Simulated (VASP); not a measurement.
Consider the following.

```xyz
2
Lattice="1.7509 -3.0327 0.0000 1.7509 3.0327 0.0000 0.0000 0.0000 5.4800" Properties=species:S:1:pos:R:3 pbc="T T T"
Tm     1.7509     1.0109     1.3700
Tm     1.7509    -1.0109     4.1100
```

The numbers are results of PBEsol GGA, VASP's PBE PAW potentials (set 64) (plane waves; VASP 6.6.1), not measurements. Run with 480 eV cut-off, 12×12×6 Γ-centred mesh, first-order Methfessel-Paxton smearing of 0.10 eV, potentials Tm_3.

The 4f electrons are frozen in the core of the lanthanide potential, so 4f levels, which can set the real gap, and their magnetism are missing.

Problem. Give the stress tensor in GPa (positive for a compressed cell).

Solution. 
```
-0.26   0.00   0.00
 0.00  -0.26   0.00
 0.00   0.00  -1.21
```
The pressure is its mean diagonal, -0.57 GPa.

The compound is Tm in the hcp structure. This cell was strained or had an atom moved on purpose.
